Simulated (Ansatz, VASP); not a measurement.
Moving the dispersion correction in NaBe2Se2

The cell as given:

```
Na Be Se
1.0
     3.67228    0.00000    0.00000
    -1.83614    3.18028    0.00000
     0.00000    0.00000    8.01116
Na Be Se
1 2 2
Direct
  0.00000 0.00000 0.50000
  0.33333 0.66667 0.14639
  0.33333 0.66667 0.85361
  0.66667 0.33333 0.22852
  0.66667 0.33333 0.77148
```

The cell comes from a database or a generator and needn't be the stable form of this composition.

Kept alike: task relaxation of cell and atoms; functional PBEsol; k mesh 6 × 6 × 3; occupations fermi-dirac, width 0.05 eV; no spin polarisation. Program: Ansatz, Ansatz PAW, cutoff 420 eV. The mesh is that of the run's cell of 5 atoms. No spin-orbit coupling.

| dispersion correction | volume (Å³/atom) | first edge of the run's cell (Å) | third edge of the run's cell (Å) |
| --- | --- | --- | --- |
| D3(BJ) | 17.361 | 3.601 | 7.729 |
| D4 | 17.807 | 3.624 | 7.828 |
| none | 18.151 | 3.641 | 7.907 |

The relaxations keep at least the cell's symmetry (P-6m2). For a metal such a mesh leaves the last digits unconverged. Relaxations stop with a little pressure left, so the last digits of a volume or edge aren't settled. All rows use potentials made for PBE.

What does the dispersion correction change here?

The volume runs from 17.361 (D3(BJ)) to 18.151 Å³/atom (none). Against no correction: D3(BJ) -4.4 %; D4 -1.9 %. Dispersion terms mostly attract and so lower the volume; the schemes' coefficients and damping set how far. A twin series (VASP, PBE PAW files Be, Na_pv, Se, 600 eV) moves it by +0.8013 between D3(BJ) and none, against +0.7901 Å³/atom here. The first edge of the run's cell runs from 3.601 (D3(BJ)) to 3.641 Å (none). A twin series (VASP, PBE PAW files Be, Na_pv, Se, 600 eV) moves it by +0.0392 between D3(BJ) and none, against +0.0393 Å here. The third edge of the run's cell runs from 7.729 (D3(BJ)) to 7.907 Å (none). A twin series (VASP, PBE PAW files Be, Na_pv, Se, 600 eV) moves it by +0.1829 between D3(BJ) and none, against +0.1784 Å here.
